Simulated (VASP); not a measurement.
Data:

```
CELL_PARAMETERS angstrom
      0.00000     2.39465     2.39465
      2.39465     0.00000     2.39465
      2.39465     2.39465     0.00000
ATOMIC_POSITIONS crystal
  B  0.00000 0.00000 0.00000
  As 0.25000 0.25000 0.25000
```

These are LDA (Ceperley-Alder, Perdew-Zunger), VASP's LDA PAW potentials (set 64) (plane waves; VASP 6.6.1) values and carry that method's errors. Run with 520 eV cut-off, 10×10×10 Γ-centred mesh, Gaussian smearing of 0.050 eV, potentials B As.

Q: Predict the energy per atom (σ→0), pressure.

A: 
The energy per atom (σ→0) comes out as -6.458 eV/atom and the pressure comes out as -4.11 GPa.

The compound is BAs in the zinc blende structure. This cell is one point of a volume scan, at 1.03 of the reference volume.
